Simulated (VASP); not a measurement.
# Nb: surface energy and work function by face, part 5 of 6

Which face of Nb is cheapest, and which holds its electrons hardest?

VASP 6.6.1; PBE; plane waves and PAW (Nb_pv).

So far. Step 5 (Vacuum level and density of states, 7 atoms, face …): The vacuum level lies 4.52 eV above the Fermi level at the upper face; both faces agree, as the slab has next to no dipole. Step 6 (Relaxing the slab, 9 atoms, face Nb(100)): The run ended after 17 ionic steps, 0.261 eV below its first step, once the forces on the free atoms met EDIFFG = -0.03.

## (7) Potential and states of the slab, 9 atoms, face Nb(100)

INCAR reads:

```
SYSTEM = Nb
PREC = Normal
ENCUT = 320
EDIFF = 1E-06
NELM = 120
ISMEAR = 1
SIGMA = 0.15
LREAL = .FALSE.
ALGO = Fast
GGA = PE
NBANDS = 61
LASPH = .TRUE.
LORBIT = 11
LWAVE = .FALSE.
LCHARG = .TRUE.
KPAR = 4
IDIPOL = 3
LDIPOL = .TRUE.
DIPOL = 0.5 0.5 0.5
LVHAR = .TRUE.
LVACPOTAV = .TRUE.
NEDOS = 1500
```

POSCAR reads:

```
Nb
1.0
    3.3208006326      0.0000000000      0.0000000000
    0.0000000000      3.3208006326      0.0000000000
    0.0000000000      0.0000000000     28.2832025304
Nb
9
Direct
    0.0000000000      0.0000000000      0.2706799104
    0.5000000000      0.5000000000      0.3225530497
    0.0000000000      0.0000000000      0.3807647505
    0.5000000000      0.5000000000      0.4421708885
    0.0000000000      0.0000000000      0.5000000000
    0.5000000000      0.5000000000      0.5578291115
    0.0000000000      0.0000000000      0.6192352495
    0.5000000000      0.5000000000      0.6774469503
    0.0000000000      0.0000000000      0.7293200896
```

KPOINTS reads:

```
Automatic mesh
0
Gamma
9 9 1
0 0 0
```

PAW data sets: Nb_pv (PBE family, release 64).

Started as:

```console
> mpirun -np 4 vasp_std
```

The program printed:

```text
[... set-up lines as in an earlier step ...]
 entering main loop
       N       E                     dE             d eps       ncg     rms          rms(c)
DAV:   1     0.100729165739E+04    0.10073E+04   -0.41997E+04  2310   0.113E+03
DAV:   2    -0.148146669043E+02   -0.10221E+04   -0.99658E+03  1925   0.642E+02
DAV:   3    -0.905956940013E+02   -0.75781E+02   -0.70980E+02  2956   0.139E+02
DAV:   4    -0.964608389765E+02   -0.58651E+01   -0.55951E+01  2764   0.389E+01
DAV:   5    -0.968121211468E+02   -0.35128E+00   -0.34144E+00  3124   0.811E+00    0.511E+01
RMM:   6    -0.126918705591E+03   -0.30107E+02   -0.13725E+02  2748   0.405E+01    0.301E+01
RMM:   7    -0.156081187305E+03   -0.29162E+02   -0.14282E+02  2738   0.586E+01    0.280E+01
RMM:   8    -0.936748760124E+02    0.62406E+02   -0.12231E+01  2155   0.300E+01    0.131E+01
RMM:   9    -0.884814215044E+02    0.51935E+01   -0.87523E+00  2430   0.152E+01    0.103E+01
RMM:  10    -0.881772458704E+02    0.30418E+00   -0.22635E+00  2587   0.738E+00    0.621E+00
RMM:  11    -0.880690741965E+02    0.10817E+00   -0.96186E-01  2931   0.289E+00    0.574E+00
RMM:  12    -0.880254542401E+02    0.43620E-01   -0.29333E-01  2954   0.186E+00    0.528E+00
RMM:  13    -0.877437775392E+02    0.28168E+00   -0.70377E-01  2785   0.266E+00    0.262E+00
RMM:  14    -0.876120594474E+02    0.13172E+00   -0.54977E-01  2803   0.217E+00    0.906E-01
RMM:  15    -0.876260042561E+02   -0.13945E-01   -0.27347E-01  2895   0.128E+00    0.489E-01
RMM:  16    -0.876365718161E+02   -0.10568E-01   -0.10089E-01  3019   0.715E-01    0.425E-01
RMM:  17    -0.876483182216E+02   -0.11746E-01   -0.84933E-02  2753   0.640E-01    0.386E-01
RMM:  18    -0.876475037662E+02    0.81446E-03   -0.43967E-02  2753   0.500E-01    0.189E-01
RMM:  19    -0.876504731097E+02   -0.29693E-02   -0.31482E-02  2923   0.292E-01    0.188E-01
RMM:  20    -0.876508163166E+02   -0.34321E-03   -0.12791E-02  2782   0.218E-01    0.152E-01
RMM:  21    -0.876516222838E+02   -0.80597E-03   -0.10119E-02  2751   0.150E-01    0.114E-01
RMM:  22    -0.876521389285E+02   -0.51664E-03   -0.48022E-03  2835   0.114E-01    0.926E-02
RMM:  23    -0.876525592782E+02   -0.42035E-03   -0.44412E-03  2791   0.122E-01    0.348E-02
RMM:  24    -0.876528529749E+02   -0.29370E-03   -0.24604E-03  2828   0.764E-02    0.305E-02
RMM:  25    -0.876530637620E+02   -0.21079E-03   -0.20490E-03  2796   0.520E-02    0.215E-02
RMM:  26    -0.876531964833E+02   -0.13272E-03   -0.12203E-03  2416   0.353E-02    0.194E-02
RMM:  27    -0.876533258445E+02   -0.12936E-03   -0.94620E-04  2391   0.319E-02    0.275E-02
RMM:  28    -0.876533883163E+02   -0.62472E-04   -0.64151E-04  2344   0.329E-02    0.150E-02
RMM:  29    -0.876534561236E+02   -0.67807E-04   -0.49122E-04  2256   0.212E-02    0.104E-02
RMM:  30    -0.876534944618E+02   -0.38338E-04   -0.31044E-04  2101   0.168E-02    0.758E-03
RMM:  31    -0.876535248748E+02   -0.30413E-04   -0.23455E-04  1857   0.136E-02    0.638E-03
RMM:  32    -0.876535426042E+02   -0.17729E-04   -0.14255E-04  1743   0.118E-02    0.342E-03
RMM:  33    -0.876535583423E+02   -0.15738E-04   -0.11180E-04  1705   0.991E-03    0.299E-03
RMM:  34    -0.876535673473E+02   -0.90050E-05   -0.68218E-05  1665   0.839E-03    0.440E-03
RMM:  35    -0.876535730226E+02   -0.56752E-05   -0.53389E-05  1624   0.668E-03    0.241E-03
RMM:  36    -0.876535763580E+02   -0.33354E-05   -0.32371E-05  1472   0.568E-03    0.329E-03
RMM:  37    -0.876535789032E+02   -0.25452E-05   -0.25435E-05  1283   0.443E-03    0.246E-03
RMM:  38    -0.876535803222E+02   -0.14190E-05   -0.15464E-05  1266   0.436E-03    0.250E-03
RMM:  39    -0.876535815104E+02   -0.11882E-05   -0.12142E-05  1168   0.350E-03    0.210E-03
RMM:  40    -0.876535822504E+02   -0.73999E-06   -0.73912E-06  1131   0.327E-03
 [... a notice as in an earlier step ...]

   1 F= -.87653582E+02 E0= -.87657086E+02  d E =0.105110E-01
```

Wall time 98 s (4 MPI ranks of Intel Xeon Platinum 8488C (Sapphire Rapids), shared host); peak memory 0.94 GiB; 6.5 min of CPU time.

Parts of OUTCAR (step 7):

```text
   NELECT =      99.0000    total number of electrons

 dipolmoment           0.000000      0.000000     -0.000000 electrons x Angstroem

 E-fermi :   1.0634

 k-point     1 :       0.0000    0.0000    0.0000
  band No.  band energies     occupation
    ...
     38      -1.5503      2.00000
     39      -1.3064      2.00000
     40      -1.0775      2.00000
     41      -0.1171      2.00000
     42       1.0203      1.46508
     43       1.1736      0.05734
     44       1.1810      0.02835
     45       1.2155     -0.05310
     46       1.2661     -0.06679
     47       1.2661     -0.06679
    ...

  Total       -2.2604666     -2.2604666     -0.8091513      0.0000000      0.0000000      0.0000000
  in kB      -11.6116648    -11.6116648     -4.1564844      0.0000000      0.0000000      0.0000000
  external PRESSURE =      -9.1266046 kB  Pullay stress =       0.0000000 kB

 POSITION                                       TOTAL-FORCE (eV/Angst)
 -----------------------------------------------------------------------------------
      0.00000      0.00000      7.65569        -0.000000      0.000000      0.011167
      1.66040      1.66040      9.12283        -0.000000     -0.000000      0.012202
      0.00000      0.00000     10.76925        -0.000000     -0.000000      0.004873
      1.66040      1.66040     12.50601        -0.000000     -0.000000      0.008249
      0.00000      0.00000     14.14160        -0.000000     -0.000000      0.000000
      1.66040      1.66040     15.77719        -0.000000     -0.000000     -0.008249
      0.00000      0.00000     17.51396        -0.000000     -0.000000     -0.004873
      1.66040      1.66040     19.16037         0.000000      0.000000     -0.012202
      0.00000      0.00000     20.62751         0.000000      0.000000     -0.011167
 -----------------------------------------------------------------------------------
    total drift:                                0.000000     -0.000000     -0.000000

  FREE ENERGIE OF THE ION-ELECTRON SYSTEM (eV)
  ---------------------------------------------------
  free  energy   TOTEN  =       -87.6535822504 eV

  energy  without entropy=      -87.6640932735  energy(sigma->0) =      -87.65708592

 vacuum level on the upper side and lower side of the slab         4.635         4.635

[... 7 parts as in an earlier step ...]

[... 10 further parts left out ...]
```

Numbers from this step:

```yaml
electronic_cycles: 40
free_energy_toten: -87.6536 eV
energy_at_zero_smearing: -87.6571 eV
fermi_energy: 1.063 eV
vacuum_levels: 4.635, 4.635 eV
work_functions_of_the_upper_and_lower_face: 3.572, 3.572 eV
```

Zero at the Fermi level. Table of planar average of the electrostatic potential by height:

height (Å), planar average of the electrostatic potential (eV) and a bar from the least value:
```
        0       3.57 ##############################
        1       3.57 ##############################
        2       3.57 ##############################
        3       3.57 ##############################
        4       3.56 ##############################
        5       3.45 ##############################
        6       2.53 ###########################
        7      -2.82 ###########
        8      -6.20 
        9      -5.55 ##
       10      -4.96 ####
       11      -5.01 ####
       12      -4.38 ######
       13      -4.89 ####
       14      -5.12 ####
       15      -4.89 ####
       16      -4.94 ####
       17      -4.43 ######
       18      -5.00 ####
       19      -5.25 ###
       20      -6.32 
       21      -4.45 ######
       22       1.70 ########################
       23       3.34 #############################
       24       3.55 ##############################
       25       3.57 ##############################
       26       3.57 ##############################
       27       3.57 ##############################
       28       3.57 ##############################
```

Density of states in the PAW spheres, an atom over height of the layer and energy from the Fermi level.

Ten even steps from '0' (0.00 states/eV) to '9' (2.24 states/eV), each cell a mean:
```
933323339
423434324
435666534
544555445
555555555
676656676
443222344
444333444
444444444
243333342
133222331
000000000
000000000
000000000
000000000
000000000
000000000
000000000
000000000
000000000
000000000
000000000
```
Columns: height of the layer (Å) from 7.7 to 20.6 (not evenly spaced); rows upwards: energy from the Fermi level (eV) from -7.9 to 0.5.

Valence density in the ca plane at fractional y = 0.000, with atoms of Nb within 0.2 Å of it. It is the smooth field of the valence electrons, not physical close to the nuclei.

Values in e/Å³, 5 rows by 16 columns, each cell a mean:
```
1.1 2.7 0.4 0.4 2.7 1.1 0.2 1.7 2.2 0.3 1.3 2.6 0.2 0.0 0.0 0.0
0.3 0.5 0.2 0.2 0.5 0.3 0.2 0.4 0.4 0.2 0.4 0.4 0.1 0.0 0.0 0.0
0.2 0.2 0.2 0.2 0.2 0.2 0.2 0.2 0.2 0.2 0.2 0.2 0.0 0.0 0.0 0.0
0.4 0.9 0.3 0.3 0.9 0.4 0.2 0.6 0.8 0.2 0.5 0.8 0.1 0.0 0.0 0.0
1.4 3.4 0.5 0.4 3.4 1.4 0.2 2.2 2.8 0.3 1.7 3.3 0.2 0.0 0.0 0.0
```
Columns run along c (16.0 Å, from fractional 0.34 to 0.91 of the cell), rows up along a (3.3 Å). Atoms in or near the plane, at fractional coordinates: Nb at (0.38, 0.00), Nb at (0.50, 0.00), Nb at (0.62, 0.00), Nb at (0.73, 0.00).

The map of layer states is cut here 0.5 eV above the Fermi level, so it leaves out the states above that.

The vacuum level lies 3.57 eV above the Fermi level at the upper face; both faces agree, as the slab has next to no dipole.

The program found no field-free point at its default tolerance, but its printed level agrees with the flat part of the planar average.

On this mesh the fine structure of the density of states is sampling noise, and high empty states may be cut by the number of bands.

## (8) Relaxing the slab, 11 atoms, face Nb(111)

System of this step: Nb(111). The cell holds 11 atoms: 11 Nb. Cell: a = 4.696 Å, b = 4.696 Å, c = 24.586 Å, α = 90.0°, β = 90.0°, γ = 60.0°. It derives from Nb. 11 layers of bcc Nb, cut at this functional's lattice. Vacuum lies along c.

INCAR reads:

```
SYSTEM = Nb
PREC = Normal
ENCUT = 320
EDIFF = 1E-05
NELM = 120
ISMEAR = 1
SIGMA = 0.15
LREAL = .FALSE.
ALGO = Fast
GGA = PE
NBANDS = 75
LASPH = .TRUE.
LORBIT = 11
LWAVE = .FALSE.
LCHARG = .FALSE.
KPAR = 4
IBRION = 2
NSW = 40
ISIF = 2
EDIFFG = -0.03
POTIM = 0.4
MAXMIX = 40
```

POSCAR reads:

```
Nb
1.0
    4.6963212926      0.0000000000      0.0000000000
    2.3481606463      4.0671335437      0.0000000000
    0.0000000000      0.0000000000     24.5863256958
Nb
11
Direct
    0.6666666700      0.6666666700      0.3050476100
    0.0000000000      0.0000000000      0.3440380900
    0.3333333300      0.3333333300      0.3830285700
    0.6666666700      0.6666666700      0.4220190500
    0.0000000000      0.0000000000      0.4610095200
    0.3333333300      0.3333333300      0.5000000000
    0.6666666700      0.6666666700      0.5389904800
    0.0000000000      0.0000000000      0.5779809500
    0.3333333300      0.3333333300      0.6169714300
    0.6666666700      0.6666666700      0.6559619100
    0.0000000000      0.0000000000      0.6949523900
```

KPOINTS is that of step 7.

Started as:

```console
> mpirun -np 4 vasp_std
```

The program printed:

```text
[banner, memory and clock lines left out]
running    4 mpi-ranks, on    1 nodes
[...]
LDA part: xc-table for (Slater+PW92), standard interpolation
 POSCAR, INCAR and KPOINTS ok, starting setup
[...]
entering main loop
       N       E                     dE             d eps       ncg     rms          rms(c)
DAV:   1     0.114443269891E+04    0.11444E+04   -0.51496E+04  2344   0.107E+03
DAV:   2    -0.238757852925E+02   -0.11683E+04   -0.11305E+04  1979   0.608E+02
DAV:   3    -0.110912884392E+03   -0.87037E+02   -0.82816E+02  2768   0.137E+02
DAV:   4    -0.117413673122E+03   -0.65008E+01   -0.62616E+01  2640   0.386E+01
[...]
RMM:  31    -0.104672509860E+03   -0.13627E-04   -0.13760E-04  1105   0.165E-02    0.486E-03
RMM:  32    -0.104672523186E+03   -0.13326E-04   -0.11948E-04  1065   0.139E-02    0.467E-03
RMM:  33    -0.104672530016E+03   -0.68293E-05   -0.69204E-05   930   0.124E-02
   1 F= -.10467253E+03 E0= -.10467409E+03  d E =-.104673E+03
[... from here on, the cycles between the ionic steps are left out ...]
   2 F= -.10497857E+03 E0= -.10498146E+03  d E =-.306042E+00
   3 F= -.10523200E+03 E0= -.10523387E+03  d E =-.559470E+00
   4 F= -.10526455E+03 E0= -.10526546E+03  d E =-.325463E-01
   5 F= -.10530093E+03 E0= -.10529901E+03  d E =-.689317E-01
   6 F= -.10530225E+03 E0= -.10529969E+03  d E =-.702484E-01
   7 F= -.10531976E+03 E0= -.10531777E+03  d E =-.175088E-01
   8 F= -.10532350E+03 E0= -.10532226E+03  d E =-.212532E-01
   9 F= -.10532358E+03 E0= -.10532244E+03  d E =-.213348E-01
  10 F= -.10532586E+03 E0= -.10532452E+03  d E =-.227923E-02
  11 F= -.10532671E+03 E0= -.10532523E+03  d E =-.312801E-02
  12 F= -.10532711E+03 E0= -.10532537E+03  d E =-.352264E-02
  13 F= -.10532714E+03 E0= -.10532551E+03  d E =-.355732E-02
  14 F= -.10532722E+03 E0= -.10532554E+03  d E =-.363467E-02
  15 F= -.10532830E+03 E0= -.10532657E+03  d E =-.107960E-02
 trial-energy change:   -0.001080  1 .order   -0.000725   -0.001996    0.000545
 step:   2.5762(harm=  2.3093)  dis= 0.01081  next Energy=  -105.328331 (dE=-0.111E-02)
 reached required accuracy - stopping structural energy minimisation
```

It took 16 min on 4 MPI ranks; peak memory 1.4 GiB; 62 min of CPU time.

OUTCAR, selected parts (step 8):

```text
  Total       -3.1991358     -3.1991358     -0.6929561      0.0000000     -0.0000000      0.0000000
  in kB      -10.9144887    -10.9144887     -2.3641578      0.0000000     -0.0000000      0.0000000
  external PRESSURE =      -8.0643784 kB  Pullay stress =       0.0000000 kB

 POSITION                                       TOTAL-FORCE (eV/Angst)
 -----------------------------------------------------------------------------------
      4.69632      2.71142      7.81545        -0.000000     -0.000000     -0.011767
      0.00000      0.00000      8.50639         0.000000      0.000000     -0.001063
      2.34816      1.35571      9.33207         0.000000     -0.000000     -0.021110
      4.69632      2.71142     10.43651         0.000000      0.000000      0.023810
      0.00000      0.00000     11.31596        -0.000000      0.000000      0.008399
      2.34816      1.35571     12.29316        -0.000000     -0.000000     -0.000000
      4.69632      2.71142     13.27037         0.000000     -0.000000     -0.008399
      0.00000      0.00000     14.14982        -0.000000     -0.000000     -0.023810
      2.34816      1.35571     15.25425        -0.000000     -0.000000      0.021110
      4.69632      2.71142     16.07994        -0.000000     -0.000000      0.001063
      0.00000      0.00000     16.77087         0.000000     -0.000000      0.011767
 -----------------------------------------------------------------------------------
    total drift:                               -0.000009     -0.000005     -0.000006

  FREE ENERGIE OF THE ION-ELECTRON SYSTEM (eV)
  ---------------------------------------------------
  free  energy   TOTEN  =      -105.3282974055 eV

  energy  without entropy=     -105.3231053160  energy(sigma->0) =     -105.32656671

[... 1 part as in an earlier step ...]

[... 3 further parts left out ...]
[key lines of the parts left out:]
E-fermi :   0.0152
```

The run keeps the 12 symmetry operations of its start, so it cannot find a distortion of lower symmetry.

[end of part 5 of 6]

[Lines on the potential files, build, host, timing and source positions are cut from VASP's logs without a mark.]

[Logs are printed without paths, hosts, clocks, repeated set-up lines and the standing remarks that a program may print on its own settings, such as how far it seeks lower states.]

[Hosts, paths, dates, database ids (printed as entryN), source tags and the programs' standing remarks are cut or masked in the printed files.]

[Runs that stopped without an error message from VASP are left out.]
